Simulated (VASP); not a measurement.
The system is Ga2PN.

```
CELL_PARAMETERS angstrom
3.69580 0.00000 0.00000
0.00000 3.69580 0.00000
0.00000 0.00000 5.18862
ATOMIC_POSITIONS crystal
N 0.00000 0.00000 0.00000
Ga 0.00000 0.50000 0.78978
Ga 0.50000 0.00000 0.21022
P 0.50000 0.50000 0.50000
```

The cell was built by a generator and needn't be a form met in nature.

The cell isn't the ideal one: hydrostatic strain +4.7%.

Base run:

| Quantity | Value |
| --- | --- |
| Program | VASP 6.6.1 |
| Functional | r2SCAN |
| Potentials or basis | VASP PAW PBE potentials, release 64 (N, Ga_d, P) |
| Cutoff | 520 eV |
| k mesh | 8 × 8 × 6 |
| Occupations | fermi-dirac, width 0.02 eV |
| Spin | no spin polarisation |

Its results: band gap on the k mesh none (metal or under the smearing width); pressure -12.4 GPa; largest force 0.052 eV/Å.

Problem. The run is repeated on the same cell with these changes: functional from r2SCAN to PBE; further incar settings from ALGO = Normal; EDIFF = 1e-07; NBANDS = 26 to ALGO = Fast; EDIFF = 1e-06; NBANDS = 26. What comes out?

Solution. Band gap on the k mesh none (metal or under the smearing width); pressure -8.8 GPa; largest force 0.037 eV/Å.

Caveats: the PAW data sets were made with another functional, which shifts forces and pressure a little (some runs).

Not every run made on this cell is shown here.
